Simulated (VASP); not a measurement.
Crystal: In3As.

```
In As
1.0
     4.67168    0.00000    0.00000
     0.00000    4.67168    0.00000
     0.00000    0.00000    4.67168
In As
3 1
Direct
  0.50000 0.50000 0.00000
  0.50000 0.00000 0.50000
  0.00000 0.50000 0.50000
  0.00000 0.00000 0.00000
```

The cell comes from a database or a generator and needn't be the stable form of this composition.

* Program: VASP 6.6.1
* Task: single point
* Functional: PBE
* Potentials or basis: VASP PAW PBE potentials, release 64 (In_d, As)
* Cutoff: 520 eV
* k mesh: 6 × 6 × 6
* Occupations: fermi-dirac, width 0.05 eV
* Spin: no spin polarisation

On this cell: pressure 0.6 GPa; largest force zero by symmetry; band gap on the k mesh none (metal or under the smearing width).

The same run follows on a disturbed copy (atoms moved at random, drawn with an rms of 0.05 Å):

```
In As
1.0
     4.67168    0.00000    0.00000
     0.00000    4.67168    0.00000
     0.00000    0.00000    4.67168
In As
3 1
Cartesian
  2.3492 2.3265 -0.0416
  2.3066 -0.0548 2.3151
  -0.0457 2.3241 2.3837
  -0.0050 0.0390 -0.0137
```

Problem. What changes?

Solution. The energy (extrapolated to zero smearing) moves by +1.6 meV/atom; pressure 0.6 GPa; largest force 0.198 eV/Å; band gap on the k mesh none (metal or under the smearing width).

Forces in eV/Å, atoms in the order of the input:
```
In  -0.078 -0.074  0.166
In  -0.052  0.075 -0.076
In   0.095 -0.071 -0.112
As   0.034  0.071  0.022
```

Stress tensor (GPa, compression positive):
```
 0.65 -0.03 -0.06
-0.03  0.60 -0.04
-0.06 -0.04  0.65
```
